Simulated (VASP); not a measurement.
An input for Quantum ESPRESSO's pw.x (written as the equivalent of a VASP run, and not itself run):

```
&CONTROL
  calculation = 'scf'
  pseudo_dir = './pseudo'
  outdir = './out'
  tprnfor = .true.
  tstress = .true.
/
&SYSTEM
  ibrav = 0
  nat = 2
  ntyp = 2
  ecutwfc = 70
  occupations = 'smearing'
  smearing = 'gaussian'
  degauss = 0.003675
  input_dft = 'vdw-df-cx'
/
&ELECTRONS
  conv_thr = 7.3e-09
  electron_maxstep = 100
/
ATOMIC_SPECIES
  Cs 132.905 Cs.upf
  I 126.904 I.upf
CELL_PARAMETERS angstrom
     4.4310646    0.0000000    0.0000000
     0.0000000    4.4310646    0.0000000
     0.0000000    0.0000000    4.4310646
ATOMIC_POSITIONS crystal
  Cs   0.0000000  0.0000000  0.0000000
  I    0.5000000  0.5000000  0.5000000
K_POINTS automatic
  6 6 6 0 0 0
```

Question: Write the VASP files for the same calculation (vdW-DF-cx).

Answer: One answer among several that fit: 
**INCAR**
```
SYSTEM=CsI
PREC=Accurate; ENCUT=520; LREAL=F
LASPH=T
EDIFF=1E-7; NELM=100; ALGO=Normal
LMAXMIX=4
ISMEAR=0; SIGMA=0.05
GGA=CX; LUSE_VDW=T; AGGAC=0.0
ISIF=2
LWAVE=F; LCHARG=F
```

### KPOINTS
```
Automatic mesh
0
Gamma
6 6 6
0 0 0
```

File POSCAR:
```
CsI
4.4310650
  0.9999999189   0.0000000000   0.0000000000
  0.0000000000   0.9999999189   0.0000000000
  0.0000000000   0.0000000000   0.9999999189
Cs I
1 1
Direct
  0.0000000000   0.0000000000   0.0000000000
  0.5000000000   0.5000000000   0.5000000000
```

POTCAR, in this order: Cs_sv I (PBE.64 set). Program: vasp_std.

What does not carry over: the potentials are each code's own (VASP's PAW set, PseudoDojo norm-conserving files in pw.x), so ENCUT and ecutwfc are chosen apart and not converted; conv_thr bounds pw.x's estimated SCF error, while EDIFF bounds the energy change between steps.

The compound is CsI in the CsCl type structure. This cell is one point of a volume scan, at 0.94 of the reference volume.
